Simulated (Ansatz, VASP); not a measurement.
# BaHRh: VASP beside Ansatz

Wanted: the spread between two codes on one cell, functional and k mesh. The cell is invented: other elements were put on sites of a known structure type. It may not be a known or stable phase. The cell is taken from a series of VASP runs on this material, whose earlier steps may have relaxed, scaled or displaced it; both programs get it as it stands.

Main program and level: Ansatz 0.2.0; plane waves, with VASP 6.6.1 beside it; single point at PBE.

### 1. Starting point

Symmetry: P-6m2, No. 187, hexagonal system. The conventional cell has a = 3.513 Å, b = 3.513 Å, c = 4.973 Å, α = 90.00°, β = 90.00°, γ = 120.00°. Nearest to Ba lie 6 H at 3.21 Å and 6 Rh at 3.21 Å and 6 Ba at 3.51 Å. H has 3 Rh at 2.03 Å and 6 Ba at 3.21 Å nearest. Rh has 3 H at 2.03 Å and 6 Ba at 3.21 Å nearest. Farther neighbours are not listed.

### 2. Ansatz: single point, PBE

Ansatz runs on its default PAW (the set named soft_2) files.

With cell and atoms fixed, the geometry can't cause a difference; cores, projectors, grids and the points listed under the comparison can.

The input, input.yaml:

```yaml
crystal:
  lattice:
    - [3.513433582, 0.0, 0.0]
    - [-1.756716791, 3.0427227338, 0.0]
    - [0.0, 0.0, 4.9727394192]
  atoms:
    - { symbol: Ba, position: [0.66666667, 0.33333333, 0.0] }
    - { symbol: H, position: [0.33333333, 0.66666667, 0.5] }
    - { symbol: Rh, position: [0.0, 0.0, 0.5] }
hamiltonian:
  xc: pbe
  pseudopotentials: { kind: paw }
kpoints:
  mp_grid: { grid: [9, 9, 6] }
scf:
  occupations: { method: fermi_dirac, width: 0.05 }
  n_extra_bands: 4
output:
  forces: true
  stress: true
  eigenvalues: true
```

Started as:

```bash
$ ansatz run input.yaml --threads 2 --pin off --max-ram 4608MiB --backend cpu --events-out ev --progress --plain --runs-dir out
```

Numbers of over 12 decimals in the logs are rounded to 6 here.

The program printed:

```text
scf.n_extra_bands = 4 over 14 filled bands (N_el = 28.0): the run solves 18 bands
Engine: ansatz 0.2.0, x86_64-unknown-linux-gnu
Pseudopotentials: kind: paw
Pseudopotential: Ba, paw, valence charge 10, recommended cutoff 420 eV (normal), Ba.paw.azcp
Pseudopotential: H, paw, valence charge 1, recommended cutoff 420 eV (normal), H.paw.azcp
Pseudopotential: Rh, paw, valence charge 17, recommended cutoff 420 eV (normal), Rh.paw.azcp
Functional definition: PBE
  parameter kappa = 0.804
  parameter beta = 0.066725
  exchange = pbe_x(kappa = kappa, mu = beta*pi^2/3)
  correlation = pbe_c(beta = beta)
Crystal: 3 atoms, lattice volume = 53.161 Å³
Basis set: ecut = 420 eV, 1043 PW (Γ), exchange–correlation on 48×48×72 points (8 copies of the dense FFT grid, shifted against one another)
Bands: 18, of which v1, the nominal top of the filled ones, is band 14 counted from 1 (13 counted from 0)
Symmetry: 12 space group operations
Space group: P-6m2 (ITA 187), of the structure as read, at distance tolerance 3.8e-5 Å
k-points: 48 of 486 (time reversal used)
Non-local potential: Ba, projectors of the file, l = 0: 3, l = 1: 2, l = 2: 2, l = 3: 2
Non-local potential: H, projectors of the file, l = 0: 2, l = 1: 1
Non-local potential: Rh, projectors of the file, l = 0: 3, l = 1: 2, l = 2: 2, l = 3: 1
PAW form: soft (Blöchl's): semilocal exchange-correlation on the pseudo side does not see the compensation charge
PAW one-centre angular grid: Ba, 194 points (default); XC on 64 Gauss nodes
PAW one-centre angular grid: H, 110 points (default); XC on 64 Gauss nodes
PAW one-centre angular grid: Rh, 590 points (default); XC on 64 Gauss nodes
Initial density: superposition of atomic densities (neutral atoms: chi_scale 0, normalization atom), corrected by the library's trained network
Initial wavefunctions: pseudopotential atomic-orbital guess
Functional: x = pbe(κ = 0.804, μ = 0.219515), c = pbe(β = 0.066725)
SCF iter   1: F=—  HF=-12368.167328 eV  |F-HF|=—  |Δ(HF+E_count)|=         —  Δρ=1.56e-2  dr2=2.30e-1  ethr=1.77e-3  ⟨swp⟩=6.9  Hψ=4985  notcnv=0
preconditioner: auto → Kerker (q_TF=auto, 2.452 Å⁻¹)  [metal: Δε(μ)=0.045 eV  Ē_g=8.343 eV  σ=0.050 eV  W_gap=0.22  n_scr=20 (ndim 8)  ℏωp=21.6 eV  f_vac=0.000  D(μ)=1.98/eV (n_scr^D=22)]
SCF iter   2: F=—  HF=-12368.148881 eV  |F-HF|=—  |Δ(HF+E_count)|=   1.84e-2  Δρ=4.71e-3  dr2=1.56e-2  ethr=8.21e-4  ⟨swp⟩=1.6  Hψ=1305  notcnv=0
SCF iter   3: F=—  HF=-12368.147083 eV  |F-HF|=—  |Δ(HF+E_count)|=   1.80e-3  Δρ=1.51e-3  dr2=1.22e-3  ethr=5.59e-5  ⟨swp⟩=2.0  Hψ=971  notcnv=0
SCF iter   4: F=—  HF=-12368.147023 eV  |F-HF|=—  |Δ(HF+E_count)|=   5.99e-5  Δρ=3.40e-4  dr2=7.22e-5  ethr=4.37e-6  ⟨swp⟩=2.8  Hψ=1468  notcnv=0
SCF iter   5: F=—  HF=-12368.147027 eV  |F-HF|=—  |Δ(HF+E_count)|=   3.53e-6  Δρ=9.83e-5  dr2=6.36e-6  ethr=2.58e-7  ⟨swp⟩=2.2  Hψ=1329  notcnv=0
SCF iter   6: F=—  HF=-12368.147027 eV  |F-HF|=—  |Δ(HF+E_count)|=   5.32e-7  Δρ=3.00e-5  dr2=4.71e-7  ethr=2.27e-8  ⟨swp⟩=2.6  Hψ=1483  notcnv=0
SCF iter   7: F=-12368.147027 eV  HF=-12368.147027 eV  |F-HF|=3.09e-9  |Δ(HF+E_count)|=   9.50e-9  Δρ=6.47e-6  dr2=1.29e-8  ethr=3.57e-10  ⟨swp⟩=6.3  Hψ=4045  notcnv=0
SCF 1 converged in 7 iterations: F = -12368.147027 eV  dr2 = 1.29e-8
  greatest PAW one-centre occupation: 1.000 electrons in one spin orbital (limit 2), on the Rh atom at site 2 (counted from 0), in its partial waves of l = 0
SCF converged after 7 iterations
Free energy (F): -12368.147027 eV
Harris-Foulkes:  -12368.147027 eV  (|F-HF|=3.09e-9)
Internal energy: -12368.132690 eV  (E = F + TS)
E sigma→0 (E₀):  -12368.139859 eV
Entropy (-TS):   -0.014337 eV (-4.779 meV/atom)
Fermi energy:    13.407705 eV
--- Per-component energies (eV) ---
  E_band       = -219.080511
  E_kinetic    = 760.238179
  E_local      = -2714.745143  (includes V_loc(G=0)·N_el)
  E_nonlocal   = 418.281635
  E_hartree    = 1027.574425
  E_xc         = -399.329179
  E_vxc        = -426.457310  (∫ρ·V_xc dr)
  E_paw        = -8815.942884  (= ΣΔE_a)
  E_vpaw       = -311.548445  (= ΣTr[D̂ρ^β])
  E_aug_tail   = 0.000024  (compensation charges beyond the density's cutoff)
  E_ewald      = -2644.209746
  E_smearing   = -0.014337  (= −TS)
  E_closure    = -0.000000  (closes the sum)
  Σ components = -12368.147027   (vs F -12368.147027, Δ=0.00e0)
--- Forces (eV/Å), atoms counted from 1 ---
  atom   1  Ba     0.00000000     0.00000000     0.00000000
  atom   2  H      0.00000000    -0.00000000     0.00000000
  atom   3  Rh    -0.00000000     0.00000000     0.00000000
  max |Σ_I F_I| component: 1.65e-16 eV/Å
--- Stress (GPa, compression-positive) ---
        0.316217       0.000000       0.000000
        0.000000       0.316217       0.000000
        0.000000       0.000000      -2.748054
  P = ⅓ Tr σ = -0.7052 GPa (-7.052 kbar)
--- Band table (eV; the first three rows and the last of 48) ---
  k-point 0: bands = [... 10 lower, 11.5493, 11.5493, 11.9882, 11.9882, 14.1705, 15.9777, 15.9777, 16.8913]
  k-point 1: bands = [... 10 lower, 11.5103, 11.5103, 11.9891, 11.9891, 13.9774, 16.1026, 16.1026, 16.1687]
  k-point 2: bands = [... 10 lower, 11.4561, 11.4561, 11.9619, 11.9619, 13.2006, 15.5900, 16.4126, 16.4126]
  k-point 47: bands = [... 10 lower, 11.3728, 11.5786, 11.9351, 13.6575, 13.8375, 15.6606, 16.1006, 17.6003]
```

Elapsed: 1.4 s, on 2 threads of Intel Xeon 6975P-C (Granite Rapids), shared host; peak memory 0.4 GiB; 2.6 s of CPU time.

In the SCF lines HF is the Harris–Foulkes energy and dr2 the Hartree energy of the density residual, in eV; the loop may stop once dr2 is under the threshold and the program's other checks hold. Hψ counts applications of the Hamiltonian.

The run ends at a pressure of -0.71 GPa.

### 3. VASP: single point, PBE

The same cell, functional, mesh and smearing now go to VASP, with its own data sets and cutoff.

Lines of VASP's logs that name or quote its potential files are left out, and so is its time.

The input, INCAR:

```
SYSTEM = BaHRh
PREC = Accurate
ENCUT = 400
EDIFF = 1E-06
NELM = 100
ISMEAR = -1
SIGMA = 0.05
LREAL = .FALSE.
ALGO = Normal
GGA = PE
NBANDS = 19
LORBIT = 11
LWAVE = .FALSE.
LCHARG = .TRUE.
ISIF = 2
LELF = .TRUE.
LVHAR = .TRUE.
```

The input, POSCAR:

```
BaHRh
1.0
    3.5134335820      0.0000000000      0.0000000000
   -1.7567167910      3.0427227338      0.0000000000
    0.0000000000      0.0000000000      4.9727394192
Ba H Rh
1 1 1
Direct
    0.6666666700      0.3333333300      0.0000000000
    0.3333333300      0.6666666700      0.5000000000
    0.0000000000      0.0000000000      0.5000000000
```

The input, KPOINTS:

```
Automatic mesh
0
Gamma
9 9 6
0 0 0
```

PAW data sets: Ba_sv, H and Rh_pv (PBE family, release 64).

Started as:

```bash
$ mpirun -np 1 vasp_std
```

The program printed:

```text
[banner, memory and clock lines left out]
running    1 mpi-ranks, on    1 nodes
 distrk:  each k-point on    1 cores,    1 groups
 distr:  one band on    1 cores,    1 groups

 POSCAR found type information on POSCAR BaH Rh
 POSCAR found :  3 types and       3 ions
 LDA part: xc-table for (Slater+PW92), standard interpolation
 POSCAR, INCAR and KPOINTS ok, starting setup
 FFT: planning ... GRIDC
 FFT: planning ... GRID_SOFT
 FFT: planning ... GRID
 WAVECAR not read
 entering main loop
       N       E                     dE             d eps       ncg     rms          rms(c)
DAV:   1     0.169520365661E+03    0.16952E+03   -0.13266E+04  1984   0.109E+03
DAV:   2    -0.509608367156E+01   -0.17462E+03   -0.17086E+03  2072   0.303E+02
DAV:   3    -0.122492558724E+02   -0.71532E+01   -0.70714E+01  2356   0.590E+01
DAV:   4    -0.125371448390E+02   -0.28789E+00   -0.28758E+00  2407   0.765E+00
DAV:   5    -0.125402104548E+02   -0.30656E-02   -0.30652E-02  2190   0.750E-01    0.788E+00
DAV:   6    -0.124985883017E+02    0.41622E-01   -0.37473E+00  1920   0.104E+01    0.403E+00
DAV:   7    -0.122679896403E+02    0.23060E+00   -0.19153E+00  2027   0.682E+00    0.350E+00
DAV:   8    -0.122315531454E+02    0.36436E-01   -0.15711E-01  2128   0.269E+00    0.449E-01
DAV:   9    -0.122304695947E+02    0.10836E-02   -0.10264E-02  2043   0.502E-01    0.168E-01
DAV:  10    -0.122305438405E+02   -0.74246E-04   -0.79136E-04  2037   0.198E-01    0.331E-02
DAV:  11    -0.122305533106E+02   -0.94702E-05   -0.76025E-05  2067   0.681E-02    0.156E-02
DAV:  12    -0.122305551128E+02   -0.18021E-05   -0.99040E-06  2021   0.222E-02    0.321E-03
DAV:  13    -0.122305548216E+02    0.29119E-06   -0.40540E-07  1089   0.431E-03
   1 F= -.12230555E+02 E0= -.12223675E+02  d E =-.137596E-01
```

OUTCAR, selected parts (step 3):

```text
ion  position               nearest neighbor table
   1  0.667  0.333  0.000-   3 3.21   3 3.21   3 3.21   3 3.21   3 3.21   3 3.21
   2  0.333  0.667  0.500-   3 2.03   3 2.03   3 2.03
   3  0.000  0.000  0.500-   2 2.03   2 2.03   2 2.03   1 3.21   1 3.21   1 3.21   1 3.21   1 3.21
                             1 3.21

  LATTYP: Found a hexagonal cell.
 ALAT       =     3.5134335820
 C/A-ratio  =     1.4153503412

 Subroutine GETGRP returns: Found 12 space group operations
 (whereof 12 operations were pure point group operations)

The static configuration has the point symmetry D_3h.

 Found     48 irreducible k-points:

   k-points           NKPTS =     48   k-points in BZ     NKDIM =     48   number of bands    NBANDS=     19

   dimension x,y,z NGX =    24 NGY =   24 NGZ =   32
   dimension x,y,z NGXF=    48 NGYF=   48 NGZF=   64

   ENCUT  =  400.0 eV  29.40 Ry    5.42 a.u.   5.73  5.73  8.11*2*pi/ulx,y,z

   NELECT =      26.0000    total number of electrons

 k-points in reciprocal lattice and weights: Automatic mesh
   0.00000000  0.00000000  0.00000000       0.002
   0.11111111 -0.00000000  0.00000000       0.012
   0.22222222  0.00000000  0.00000000       0.012
   0.33333333  0.00000000  0.00000000       0.012
   0.44444444  0.00000000  0.00000000       0.012
   0.11111111  0.11111111  0.00000000       0.012
   0.22222222  0.11111111  0.00000000       0.025
   0.33333333  0.11111111  0.00000000       0.025
   0.44444444  0.11111111  0.00000000       0.012
[...]
0.33333333  0.22222222  0.50000000       0.025
   0.33333333  0.33333333  0.50000000       0.004

 average (electrostatic) potential at core
       1 -34.5009       2 -31.0757       3 -75.8465

 E-fermi :   5.6957

 k-point     1 :       0.0000    0.0000    0.0000
  band No.  band energies     occupation
    ...
      9       2.9018      2.00000
     10       3.8780      2.00000
     11       3.8780      2.00000
     12       4.3385      2.00000
     13       4.3385      2.00000
     14       6.4588      0.00000
     15       8.2200      0.00000
     16       8.2200      0.00000
     17       9.4113      0.00000
     18      10.7474      0.00000
    ...

 k-point     2 :       0.1111   -0.0000    0.0000
  band No.  band energies     occupation
    ...
      9       3.1333      2.00000
     10       3.7004      2.00000
     11       3.9956      2.00000
     12       4.2660      2.00000
     13       4.2864      2.00000
     14       6.6892      0.00000
     15       7.9266      0.00000
     16       8.6057      0.00000
     17       8.6453      0.00000
     18      10.9310      0.00000
    ...

 k-point     3 :       0.2222    0.0000    0.0000
  band No.  band energies     occupation
    ...
      9       3.2837      2.00000
     10       3.5584      2.00000
     11       4.0332      2.00000
     12       4.1579      2.00000
     13       4.3131      2.00000
     14       6.6817      0.00000
     15       7.4872      0.00000
     16       8.3353      0.00000
     17       9.8547      0.00000
     18      11.0851      0.00000
    ...

  Total        0.3703691      0.3703691     -0.3475080      0.0000000      0.0000000      0.0000000
  in kB       11.1623462     11.1623462    -10.4733495      0.0000000      0.0000000      0.0000000
  external PRESSURE =       3.9504476 kB  Pullay stress =       0.0000000 kB

  energy-cutoff  :      400.00
  volume of cell :       53.16
      direct lattice vectors                 reciprocal lattice vectors
     3.513433582  0.000000000  0.000000000     0.284621860  0.164326507  0.000000000
    -1.756716791  3.042722734  0.000000000     0.000000000  0.328653015  0.000000000
     0.000000000  0.000000000  4.972739419     0.000000000  0.000000000  0.201096401

 POSITION                                       TOTAL-FORCE (eV/Angst)
 -----------------------------------------------------------------------------------
      1.75672      1.01424      0.00000        -0.000000      0.000000      0.000000
     -0.00000      2.02848      2.48637         0.000000     -0.000000      0.000000
      0.00000      0.00000      2.48637         0.000000     -0.000000      0.000000
 -----------------------------------------------------------------------------------
    total drift:                               -0.000008      0.000005     -0.000000

  FREE ENERGIE OF THE ION-ELECTRON SYSTEM (eV)
  ---------------------------------------------------
  free  energy   TOTEN  =       -12.2305548216 eV

  energy  without entropy=      -12.2167951875  energy(sigma->0) =      -12.22367500

 total charge
# of ion       s       p       d       tot
------------------------------------------
    1        2.052   5.521   0.595   8.168
    2        0.458   0.016   0.000   0.474
    3        0.294   6.101   7.380  13.775
--------------------------------------------------
tot          2.804  11.637   7.974  22.416

[... 3 further parts left out ...]
```

The run ends at a pressure of 0.40 GPa.

### 4. Comparison

Known differences besides the potentials themselves: the data sets hold 28 valence electrons in Ansatz (default PAW (the set named soft_2) files) and 26 in VASP; the cutoff is 420 eV in Ansatz and 400 eV in VASP; VASP leaves aspherical gradient terms in its spheres out (LASPH is not set), Ansatz keeps them. Total energies have different zeros and are not compared.

Both answers:

```csv
quantity,Ansatz,VASP,difference
pressure (GPa),-0.71,0.40,-1.10
pressure without Ansatz's Pulay correction (GPa),-0.76,0.40,-1.16
```

Ansatz's pressure holds a Pulay correction of 0.06 GPa; VASP's holds none.

### 5. What the set-up changes

Further runs change the set-up of one program: Ansatz's method, potentials or start, or VASP's data sets, cutoff or form of LDA. The table gives Ansatz less VASP for each quantity, since a change that brings one quantity closer may part another.

```csv
run,pressure (GPa)
as above,-1.1
Ansatz's larger PAW set (cutoff 1000 eV),-1.1
norm-conserving potentials (cutoff 1197 eV),-1.1
```

### 6. Results

```json
{
 "difference in pressure (single point, PBE)": "-1.1 GPa"
}
```

**Reading.** The difference in pressure is -1.1 GPa (single point, PBE), beyond the 1 GPa picked in this series as the mark of a large difference. For single point, PBE, no further run moves any of the tabulated differences by more than a quarter of its size. Such differences can come from data sets, numerical settings and the points named under the comparisons, not from the functional's error against experiment.

[Lines on the potential files, build, host, timing and source positions are cut from VASP's logs without a mark.]

[Logs are printed without paths, hosts, clocks, repeated set-up lines and the standing remarks that a program may print on its own settings, such as how far it seeks lower states.]

[Hosts, paths, dates, database ids (printed as entryN), source tags and the programs' standing remarks are cut or masked in the printed files.]
